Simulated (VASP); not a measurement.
These are SCAN meta-GGA, VASP's PBE PAW potentials (set 64) (plane waves; VASP) values and carry that method's errors.

The input files of a VASP run:

### POSCAR
```
KF
1.0
  0.0000000000   2.6488608377   2.6488608377
  2.6488608377   0.0000000000   2.6488608377
  2.6488608377   2.6488608377   0.0000000000
K F
1 1
Direct
  0.0000000000   0.0000000000   0.0000000000
  0.5000000000   0.5000000000   0.5000000000
```

KPOINTS:
```
Automatic mesh
0
G
 8 8 8
0 0 0
```

### INCAR
```
! general
SYSTEM  = KF
PREC    = Accurate
ENCUT   = 520
LREAL   = .FALSE.
LASPH   = .TRUE.

! electronic loop
EDIFF   = 1E-6
NELM    = 100
ALGO    = Normal
LMIXTAU = .TRUE.

! smearing
ISMEAR  = 0
SIGMA   = 0.05

! functional
METAGGA = SCAN

! ions
IBRION  = 2
NSW     = 60
ISIF    = 3
EDIFFG  = -0.01

! output
LWAVE   = .FALSE.
LCHARG  = .FALSE.
```

POTCAR, in this order: K_sv F (PBE.64 set). Program: vasp_std.

Output of the run:

**OUTCAR**
```
 ion  position               nearest neighbor table
   1  0.000  0.000  0.000-   2 2.65   2 2.65   2 2.65   2 2.65   2 2.65   2 2.65
   2  0.500  0.500  0.500-   1 2.65   1 2.65   1 2.65   1 2.65   1 2.65   1 2.65
  LATTYP: Found a face centered cubic cell.
 ALAT       =     5.2977216754
 Subroutine PRICEL returns:
 Original cell was already a primitive cell.
 Subroutine GETGRP returns: Found 48 space group operations
The static configuration has the point symmetry O_h .
The dynamic configuration has the point symmetry O_h .
 Subroutine INISYM returns: Found 48 space group operations
 Subroutine IBZKPT returns following result:
 Found     29 irreducible k-points:

 Following reciprocal coordinates:
            Coordinates               Weight
  0.000000  0.000000  0.000000      1.000000
  0.125000  0.000000  0.000000      8.000000
  0.250000  0.000000  0.000000      8.000000
  0.375000  0.000000  0.000000      8.000000
  0.500000  0.000000  0.000000      4.000000
  0.125000  0.125000  0.000000      6.000000
  0.250000  0.125000  0.000000     24.000000
  0.375000  0.125000  0.000000     24.000000
  0.500000  0.125000  0.000000     24.000000
 -0.375000  0.125000  0.000000     24.000000
 -0.250000  0.125000  0.000000     24.000000
 -0.125000  0.125000  0.000000     12.000000
  0.250000  0.250000  0.000000      6.000000
  0.375000  0.250000  0.000000     24.000000
  0.500000  0.250000  0.000000     24.000000
 -0.375000  0.250000  0.000000     24.000000
 -0.250000  0.250000  0.000000     12.000000
  0.375000  0.375000  0.000000      6.000000
  0.500000  0.375000  0.000000     24.000000
 -0.375000  0.375000  0.000000     12.000000
  0.500000  0.500000  0.000000      3.000000
  0.375000  0.250000  0.125000     24.000000
  0.500000  0.250000  0.125000     48.000000
 -0.375000  0.250000  0.125000     24.000000
...
```

### OSZICAR
```
       N       E                     dE             d eps       ncg     rms          rms(c)
DAV:   1     0.105689310994E+03    0.10569E+03   -0.88388E+03   704   0.133E+03
DAV:   2    -0.180595167080E+02   -0.12375E+03   -0.11231E+03   884   0.350E+02
DAV:   3    -0.232634988863E+02   -0.52040E+01   -0.51722E+01   904   0.668E+01
DAV:   4    -0.234449960257E+02   -0.18150E+00   -0.18133E+00  1080   0.107E+01
DAV:   5    -0.234465817185E+02   -0.15857E-02   -0.15856E-02   884   0.109E+00    0.586E+00
DAV:   6    -0.182304725654E+02    0.52161E+01   -0.26978E+00   984   0.200E+01    0.257E+00
DAV:   7    -0.177840740051E+02    0.44640E+00   -0.10467E+00   880   0.135E+01    0.192E+00
DAV:   8    -0.184375701463E+02   -0.65350E+00   -0.45412E-01   816   0.998E+00    0.104E+00
DAV:   9    -0.173445450014E+02    0.10930E+01   -0.32403E-01   700   0.675E+00    0.939E-01
DAV:  10    -0.176546657212E+02   -0.31012E+00   -0.25260E-01   708   0.524E+00    0.173E-01
DAV:  11    -0.179136420848E+02   -0.25898E+00   -0.51177E-02   704   0.303E+00    0.400E-01
DAV:  12    -0.177345082624E+02    0.17913E+00   -0.27472E-02   712   0.244E+00    0.204E-01
DAV:  13    -0.176804324154E+02    0.54076E-01   -0.11728E-02   732   0.167E+00    0.219E-01
DAV:  14    -0.176891682365E+02   -0.87358E-02   -0.19350E-03   916   0.554E-01    0.144E-01
DAV:  15    -0.176927027884E+02   -0.35346E-02   -0.18027E-03   704   0.679E-01    0.123E-01
DAV:  16    -0.176924196609E+02    0.28313E-03   -0.15072E-03   704   0.518E-01    0.363E-02
DAV:  17    -0.176931998586E+02   -0.78020E-03   -0.59105E-04   704   0.369E-01    0.911E-03
DAV:  18    -0.176931861086E+02    0.13750E-04   -0.72376E-05   824   0.129E-01    0.977E-03
DAV:  19    -0.176932207384E+02   -0.34630E-04   -0.42422E-05   740   0.817E-02    0.229E-03
DAV:  20    -0.176932257154E+02   -0.49769E-05   -0.71624E-06   800   0.429E-02    0.128E-03
DAV:  21    -0.176932229380E+02    0.27774E-05   -0.15753E-06   536   0.217E-02    0.116E-03
DAV:  22    -0.176932224514E+02    0.48657E-06   -0.82267E-08   492   0.426E-03
   1 F= -.17693222E+02 E0= -.17693222E+02  d E =-.176932E+02
```

File OUTCAR:
```
------------------------ aborting loop because EDIFF is reached ----------------------------------------
  FORCE on cell =-STRESS in cart. coord.  units (eV):
  Direction    XX          YY          ZZ          XY          YZ          ZX
  --------------------------------------------------------------------------------------
  Total       -0.0105681     -0.0105681     -0.0105681      0.0000000      0.0000000      0.0000000
  in kB       -0.4555115     -0.4555115     -0.4555115      0.0000000      0.0000000      0.0000000
  external PRESSURE =      -0.4555115 kB  Pullay stress =       0.0000000 kB
  volume of cell :       37.17
      direct lattice vectors                 reciprocal lattice vectors
     0.000000000  2.648860838  2.648860838    -0.188760388  0.188760388  0.188760388
     2.648860838  0.000000000  2.648860838     0.188760388 -0.188760388  0.188760388
     2.648860838  2.648860838  0.000000000     0.188760388  0.188760388 -0.188760388
  FREE ENERGIE OF THE ION-ELECTRON SYSTEM (eV)
  ---------------------------------------------------
  free  energy   TOTEN  =       -17.6932224514 eV

  energy  without entropy=      -17.6932224514  energy(sigma->0) =      -17.69322245

 reached required accuracy - stopping structural energy minimisation
```
(Selected blocks of OUTCAR.)

The compound is KF in the rock salt structure. It was relaxed first. The start is the result of an earlier pass.
